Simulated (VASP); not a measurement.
Here is a VASP 6.6.1 calculation.

The input INCAR:

```
SYSTEM = Zn4Te3O
ALGO = Fast
EDIFF = 1E-5
ENCUT = 520
GGA = PE
ISIF = 2
ISMEAR = 0
LASPH = .TRUE.
LCHARG = .FALSE.
LREAL = Auto
LWAVE = .FALSE.
NBANDS = 46
NELM = 80
PREC = Normal
SIGMA = 0.15
```

File KPOINTS:

```
k-points
0
G
  6 6 6
  0 0 0
```

File POSCAR:

```
Zn4Te3O
1.0
   -2.9156000000      2.9156000000      5.6592900000
    2.9156000000     -2.9156000000      5.6592900000
    2.9156000000      2.9156000000     -5.6592900000
Zn Te O
4 3 1
Direct
    0.6913370000      0.6913370000      0.5970880000
    0.0942490000      0.0942490000      0.4029120000
    0.3086630000      0.9057510000      0.0000000000
    0.9057510000      0.3086630000      0.0000000000
    0.5000000000      0.5000000000      0.0000000000
    0.2500000000      0.7500000000      0.5000000000
    0.7500000000      0.2500000000      0.5000000000
    0.0000000000      0.0000000000      0.0000000000
```

Potentials or basis: VASP PAW PBE potentials, release 64 (Zn, Te, O).

Command:

```sh
$ cat potpaw_PBE.64/Zn/POTCAR potpaw_PBE.64/Te/POTCAR potpaw_PBE.64/O/POTCAR > POTCAR
$ mpirun -np 1 vasp_std > vasp.out
```

(1) Predict the largest force.

(2) Predict the band gap on the k mesh.

(3) What does it give for the pressure?

Answers

(1) 0.014 eV/Å.

(2) 0.31 eV, direct.

(3) -0.1 GPa.

Caveat: spin-orbit coupling is left out, which moves the levels of the heavy elements.
